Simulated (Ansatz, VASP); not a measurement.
# LiMgF3: VASP beside Ansatz, part 3 of 3

Wanted: the spread between two codes on one cell, functional and k mesh. The cell is generated by rule, not measured, and may not be a known phase. The cell is taken from a series of runs on this material, whose earlier steps may have relaxed, scaled, displaced or heated it; both programs get it as it stands.

VASP 6.6.1 and Ansatz 0.2.0.

So far: The starting structure; VASP: zone-centre phonons, PBEsol.

The structure was built from a prototype and need not be the compound's stable phase.

**3. Ansatz: zone-centre phonons, PBEsol**

Level of this step: Ansatz beside VASP: Kohn-Sham DFT, plane waves, PBEsol (Ansatz).

Ansatz runs on its PAW soft_1 files.

The same cell, functional and mesh now go to Ansatz, which takes its cutoff from its data sets.

Contents of input.yaml:

```yaml
crystal:
  lattice:
    - [3.8345116546, 0.0, 0.0]
    - [0.0, 2.7143444137, 2.8834934984]
    - [0.0, -2.7143444137, 2.8834934984]
  atoms:
    - { symbol: Li, position: [0.0, 0.8482794944, 0.8482794944] }
    - { symbol: Mg, position: [0.5, 0.4984124482, 0.4984124482] }
    - { symbol: F, position: [0.5, 0.5493774156, 0.0077684806] }
    - { symbol: F, position: [0.5, 0.0077684806, 0.5493774156] }
    - { symbol: F, position: [0.0, 0.5275605394, 0.5275605394] }
kpoints:
  mp_grid: { grid: [6, 6, 6] }
hamiltonian:
  xc: pbesol
  pseudopotentials: { kind: paw, azcp: { folder: soft_1 }, xc_functional: pbe }
scf:
  occupations: { method: fixed }
output:
  eigenvalues: true
phonons:
  method: dfpt
  dielectric: true
  rigid_motions: translations
```

Command:

```
> ansatz run input.yaml --threads 8 --pin off --max-ram 16384MiB --backend cpu --events-out ev --progress --plain --runs-dir out
```

Numbers of over 12 decimals in the logs are rounded to 6 here.

Log:

```text
Engine: ansatz 0.2.0, x86_64-unknown-linux-gnu
Pseudopotentials: kind: paw
Pseudopotential: Li, paw, valence charge 3, recommended cutoff 420 eV (normal), soft_1/Li.paw.azcp
Pseudopotential: Mg, paw, valence charge 10, recommended cutoff 420 eV (normal), soft_1/Mg.paw.azcp
Pseudopotential: F, paw, valence charge 7, recommended cutoff 420 eV (normal), soft_1/F.paw.azcp
Functional definition: PBEsol
  exchange = pbesol_x
  correlation = pbesol_c
Crystal: 5 atoms, lattice volume = 60.024 Å³
Basis set: ecut = 420 eV, 1205 PW (Γ), exchange–correlation on 54×54×54 points (8 copies of the dense FFT grid, shifted against one another)
Bands: 22, of which v1, the nominal top of the filled ones, is band 17 counted from 1 (16 counted from 0)
Symmetry: 4 space group operations
k-points: 112 of 216 (irreducible under 1 space group operation, time reversal used)
Non-local potential: Li, projectors of the file, l = 0: 3, l = 1: 2, l = 2: 1
Non-local potential: Mg, projectors of the file, l = 0: 3, l = 1: 2, l = 2: 1
Non-local potential: F, projectors of the file, l = 0: 2, l = 1: 2, l = 2: 1
PAW form: soft (Blöchl's): semilocal exchange-correlation on the pseudo side does not see the compensation charge
PAW frozen core: Mg, regenerated for the run's functional, and the local potential with it (the file was generated under x = pbe(κ = 0.804, μ = 0.219515), c = pbe(β = 0.066725))
PAW frozen core: F, regenerated for the run's functional, and the local potential with it (the file was generated under x = pbe(κ = 0.804, μ = 0.219515), c = pbe(β = 0.066725))
PAW one-centre angular grid: Li, 110 points (default); XC on 64 Gauss nodes
PAW one-centre angular grid: Mg, 110 points (default); XC on 64 Gauss nodes
PAW one-centre angular grid: F, 110 points (default); XC on 64 Gauss nodes
Initial density: superposition of atomic densities (chi_scale 0.1, normalization cell, long waves kept (reshape's long-wave potential 0.02 eV rms))
Initial wavefunctions: pseudopotential atomic-orbital guess
Functional: x = pbesol(κ = 0.804, μ = 0.123457), c = pbesol(β = 0.046)
SCF iter   1: F=—  HF=-4525.140943 eV  |F-HF|=—  |Δ(HF+E_count)|=         —  Δρ=1.00e-1  dr2=4.28e0  ethr=3.10e-3  ⟨swp⟩=5.0  Hψ=10855  notcnv=0  defer=331
preconditioner: auto → Resta (q_TF=auto, 2.482 Å⁻¹)  ε∞=2.8  [insulator: Δε(μ)=4.901 eV  Ē_g=17.316 eV  n_scr=18 (ndim 8)  ℏωp=23.5 eV  f_vac=0.048  ε∞_Penn≈2.8]
SCF iter   2: F=—  HF=-4524.036846 eV  |F-HF|=—  |Δ(HF+E_count)|=    1.10e0  Δρ=4.39e-2  dr2=1.09e0  ethr=3.10e-3  ⟨swp⟩=2.0  Hψ=5584  notcnv=0  defer=193
SCF iter   3: F=—  HF=-4523.817167 eV  |F-HF|=—  |Δ(HF+E_count)|=   2.20e-1  Δρ=1.88e-2  dr2=2.03e-1  ethr=3.10e-3  ⟨swp⟩=2.5  Hψ=4631  notcnv=0  defer=287
SCF iter   4: F=—  HF=-4523.769439 eV  |F-HF|=—  |Δ(HF+E_count)|=   4.77e-2  Δρ=4.21e-3  dr2=1.57e-2  ethr=5.97e-4  ⟨swp⟩=2.1  Hψ=3802  notcnv=0  defer=323
SCF iter   5: F=—  HF=-4523.772564 eV  |F-HF|=—  |Δ(HF+E_count)|=   3.12e-3  Δρ=1.94e-3  dr2=2.03e-3  ethr=4.62e-5  ⟨swp⟩=2.2  Hψ=4628  notcnv=0  defer=331
SCF iter   6: F=—  HF=-4523.774377 eV  |F-HF|=—  |Δ(HF+E_count)|=   1.81e-3  Δρ=1.45e-3  dr2=8.03e-4  ethr=5.96e-6  ⟨swp⟩=3.0  Hψ=4099  notcnv=0  defer=336
SCF iter   7: F=—  HF=-4523.774724 eV  |F-HF|=—  |Δ(HF+E_count)|=   3.47e-4  Δρ=2.04e-4  dr2=2.04e-5  ethr=2.36e-6  ⟨swp⟩=3.0  Hψ=4040  notcnv=0  defer=336
SCF iter   8: F=—  HF=-4523.774810 eV  |F-HF|=—  |Δ(HF+E_count)|=   8.61e-5  Δρ=3.65e-5  dr2=4.68e-7  ethr=5.99e-8  ⟨swp⟩=2.0  Hψ=4368  notcnv=0  defer=336
SCF iter   9: F=—  HF=-4523.774812 eV  |F-HF|=—  |Δ(HF+E_count)|=   1.71e-6  Δρ=6.29e-6  dr2=1.88e-8  ethr=1.38e-9  ⟨swp⟩=2.0  Hψ=4403  notcnv=0  defer=164
SCF iter  10: F=—  HF=-4523.774812 eV  |F-HF|=—  |Δ(HF+E_count)|=   1.55e-7  Δρ=1.41e-6  dr2=7.92e-10  ethr=5.53e-11  ⟨swp⟩=2.0  Hψ=4146  notcnv=0  defer=187
SCF iter  11: F=-4523.774812 eV  HF=-4523.774812 eV  |F-HF|=6.73e-11  |Δ(HF+E_count)|=   4.03e-9  Δρ=2.03e-7  dr2=1.68e-11  ethr=1.00e-12  ⟨swp⟩=13.0  Hψ=17031  notcnv=0
SCF 1 converged in 11 iterations: F = -4523.774812 eV  dr2 = 1.68e-11
  greatest PAW one-centre occupation: 1.000 electrons in one spin orbital (limit 2), on the Mg atom at site 1 (counted from 0), in its partial waves of l = 0
NSCF: frozen V_eff on 2 k-points
DFPT response loops at Γ: preconditioner auto → none (the input reference at scf.mixing.eps_inf says where Resta's filter doesn't serve); β = 0.50; Broyden in place of MSR1
SCF converged after 11 iterations
Free energy (F): -4523.774812 eV
Harris-Foulkes:  -4523.774812 eV  (|F-HF|=6.73e-11)
Internal energy: -4523.774812 eV  (E = F + TS)
E sigma→0 (E₀):  -4523.774812 eV
Fermi energy:    0.636272 eV
--- Per-component energies (eV) ---
  E_band       = -578.708190
  E_kinetic    = 683.086436
  E_local      = -4058.812484  (includes V_loc(G=0)·N_el)
  E_nonlocal   = 438.107839
  E_hartree    = 1488.659468
  E_xc         = -264.912423
  E_vxc        = -342.121948  (∫ρ·V_xc dr)
  E_paw        = -906.740409  (= ΣΔE_a)
  E_vpaw       = -276.288880  (= ΣTr[D̂ρ^β])
  E_aug_tail   = 0.001999  (compensation charges beyond the density's cutoff)
  E_ewald      = -1903.351428
  E_core_change = 0.186190  (= ΣΔE_core)
  E_smearing   = -0.000000  (= −TS)
  E_closure    = -0.000000  (closes the sum)
  Σ components = -4523.774812   (vs F -4523.774812, Δ=0.00e0)
--- Band table (eV; the first three rows and the last of 112) ---
  k-point 0: bands = [... 13 lower, -0.2040, -0.1821, -0.1304, 0.2945, 6.6552, 12.5248, 12.9620, 14.5584, ... 1 higher]
  k-point 1: bands = [... 13 lower, -0.2994, -0.2307, -0.1769, 0.1573, 7.0309, 12.0548, 13.1058, 14.4618, ... 1 higher]
  k-point 2: bands = [... 13 lower, -0.5062, -0.3178, -0.1678, -0.0672, 7.9519, 10.8500, 13.7722, 14.2819, ... 1 higher]
  k-point 111: bands = [... 13 lower, -0.5623, 0.1147, 0.2987, 0.6363, 9.9024, 12.6497, 12.7857, 13.4938, ... 1 higher]
--- Phonons (Γ-DFPT): 12 representative perturbations + reference, on 112 of 216 k-points (Σ response iterations 42) ---
  k mesh reduced under 1 symmetry operation, with k and −k counted as one. Each operation leaves every solved perturbation unchanged. A smaller set is not considered because the run solves the response to a homogeneous field
  ASR residual: 7.384e-4 → 0.000e0 eV/Å²; symmetrization residual: 1.189e-6 eV/Å²
  ASR residual per site (eV/Å²): 6.88e-5 6.83e-4 3.52e-4 3.52e-4 7.38e-4
  Γ frequencies (cm⁻¹): -192.69 -96.30 0.00 0.00 0.00 101.88 104.42 205.61 270.65 303.04 313.91 440.46 478.32 508.46 590.56
  ε∞ (high-frequency dielectric tensor):
        1.920135     0.000000     0.000000
        0.000000     1.898343     0.000000
        0.000000     0.000000     1.892393
  softest optical mode at Γ: -192.69 cm⁻¹; the repairs (sum rule, projections) moved no ω² at Γ by more than (3.47 cm⁻¹)²
  Born effective charges Z* (e; rows j = field, columns β = displacement):
    site 0:
         1.19965   -0.00000   -0.00000
        -0.00000    1.07435    0.00000
        -0.00000    0.00000    1.01869
    site 1:
         1.89409    0.00000    0.00000
        -0.00000    1.89728    0.00000
        -0.00000    0.00000    1.96718
    site 2:
        -0.91643   -0.00000   -0.00000
        -0.00000   -1.07491    0.23325
        -0.00000    0.21870   -1.04719
    site 3:
        -0.91643    0.00000    0.00000
         0.00000   -1.07491   -0.23325
         0.00000   -0.21870   -1.04719
    site 4:
        -1.26088   -0.00000   -0.00000
         0.00000   -0.82180   -0.00000
        -0.00000   -0.00000   -0.89148
  Z* charge neutrality: 3.863e-5 e pre-enforcement
  k-mesh period / interband length: 23.0 Å / 0.82 Å = 28.10 at k = (0.0000, 0.0000, 0.0000), direct gap 6.361 eV — 14 or more, which is no proof of convergence
  optical modes at Γ without the LO–TO term, one row a degenerate level:
      ω (cm⁻¹)  modes    IR ((D/Å)²/amu)
       -192.69      1             7.5197
        -96.30      1             5.7308
        101.88      1             0.0000
        104.42      1             0.0169
        205.61      1             0.5240
        270.65      1             1.0915
[...]
optical modes at Γ + LO–TO along q̂ = [1.0000, 0.0000, 0.0000]:
      ω (cm⁻¹)  modes    IR ((D/Å)²/amu)
[...]
optical modes at Γ + LO–TO along q̂ = [0.0000, 1.0000, 0.0000]:
      ω (cm⁻¹)  modes    IR ((D/Å)²/amu)
[...]
optical modes at Γ + LO–TO along q̂ = [0.0000, 0.0000, 1.0000]:
      ω (cm⁻¹)  modes    IR ((D/Å)²/amu)
[...]
213.32      1             0.0546
        270.65      1             1.0915
        313.91      1             0.3978
        339.90      1             0.4479
        478.32      1             4.1731
        483.08      1             0.3956
        590.56      1             4.2425
        629.52      1             9.9696
```

**4. Differences**

Known differences besides the potentials themselves: fixed occupations in Ansatz, narrow Gaussian smearing in VASP; the data sets hold 34 valence electrons in Ansatz (on its PAW soft_1 files) and 26 in VASP; the cutoff is 420 eV in Ansatz and 750 eV in VASP; Ansatz makes its cores anew for this functional, VASP keeps those of its PBE data sets. Total energies have different zeros and are not compared.

Both answers:

| quantity | Ansatz | VASP | difference |
| --- | --- | --- | --- |
| ε∞ xx | 1.92 | 1.90 | +1.09 % |
| ε∞ yy | 1.90 | 1.88 | +1.14 % |
| ε∞ zz | 1.89 | 1.87 | +1.21 % |
| Born charge of Li1 (mean of the diagonal) (e) | 1.10 | 1.09 | 0.00 |
| Born charge of Mg2 (mean of the diagonal) (e) | 1.92 | 1.91 | +0.01 |
| Born charge of F3 (mean of the diagonal) (e) | -1.01 | -1.01 | 0.00 |
| optical mode 1 (imaginary, printed as negative) (cm⁻¹) | -192.7 | -187.4 | -5.3 |
| optical mode 2 (imaginary, printed as negative) (cm⁻¹) | -96.3 | -103.2 | +6.9 |
| optical mode 3 (cm⁻¹) | 101.9 | 108.1 | -5.77 % |
| optical mode 4 (cm⁻¹) | 104.4 | 108.6 | -3.86 % |
| optical mode 5 (cm⁻¹) | 205.6 | 207.2 | -0.76 % |
| optical mode 6 (cm⁻¹) | 270.6 | 273.6 | -1.08 % |
| optical mode 7 (cm⁻¹) | 303.0 | 306.2 | -1.05 % |
| optical mode 8 (cm⁻¹) | 313.9 | 316.8 | -0.90 % |
| optical mode 9 (cm⁻¹) | 440.5 | 449.0 | -1.90 % |
| optical mode 10 (cm⁻¹) | 478.3 | 480.3 | -0.40 % |
| optical mode 11 (cm⁻¹) | 508.5 | 510.5 | -0.40 % |
| optical mode 12 (cm⁻¹) | 590.6 | 594.0 | -0.58 % |

Modes are paired by rising frequency, not by their patterns, so a pair may set unlike modes beside each other; they are those without the splitting of longitudinal modes.

**5. Summary of results**

```
r.m.s. difference of the optical zone-centre modes, each program's sorted by frequency (zone-centre phonons, PBEsol) : 4.6 cm⁻¹
difference in optical mode 3 (zone-centre phonons, PBEsol)                                                           : -5.8 %
```

In words: The r.m.s. difference of the optical zone-centre modes, each program's sorted by frequency is 4.6 cm⁻¹ (zone-centre phonons, PBEsol). The data sets hold unlike numbers of valence electrons (34 in Ansatz and 26 in VASP), so part of the differences comes from the potentials. Among the rows given in per cent, the largest difference of the zone-centre phonons, PBEsol pair is in optical mode 3, -5.8 %. 1 further run of this series is not shown here. Such differences can come from data sets, numerical settings and the points named under the comparisons, not from the functional's error against experiment.

[Lines on the potential files, build, host, timing and source positions are cut from VASP's logs without a mark.]

[Logs are printed without paths, hosts, clocks, repeated set-up lines and the standing remarks that a program may print on its own settings, such as how far it seeks lower states.]

[Hosts, paths, dates, database ids (printed as entryN), source tags and the programs' standing remarks are cut or masked in the printed files.]
